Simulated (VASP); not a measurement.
Here is the system:

```yaml
crystal:
  lattice:
    - [3.09484, 0.00000, 0.00000]
    - [-1.54742, 2.68021, 0.00000]
    - [0.00000, 0.00000, 6.91215]
  atoms:
    - { symbol: Mo, position: [0.00000, 0.00000, 0.00000] }
    - { symbol: Mo, position: [0.00000, 0.00000, 0.50000] }
    - { symbol: Si, position: [0.33333, 0.66667, 0.25000] }
    - { symbol: Si, position: [0.66667, 0.33333, 0.75000] }
```

These are LDA (Ceperley-Alder, Perdew-Zunger), VASP's LDA PAW potentials (set 64) (plane waves; VASP) values and carry that method's errors. Numerical set-up: 400 eV cut-off, 13×13×5 Γ-centred mesh, tetrahedra with Blöchl corrections, potentials Mo_sv Si.

The cores are frozen, which limits the accuracy of field gradients.

Task: Give the principal components of the electric field gradient (V/Å²) and the asymmetry η at each nucleus.

Result: 
| atom | Vxx | Vyy | Vzz | η |
|---|---|---|---|---|
| Mo1 | -4.7 | -4.7 | 9.5 | 0.00 |
| Mo2 | -4.7 | -4.7 | 9.5 | 0.00 |
| Si3 | 21.9 | 21.9 | -43.7 | 0.00 |
| Si4 | 21.9 | 21.9 | -43.7 | 0.00 |

The structure was generated: SiMo was put into the NiAs type (P6_3/mmc), which need not be its known phase. It was relaxed first, which changed the volume by -25 %.
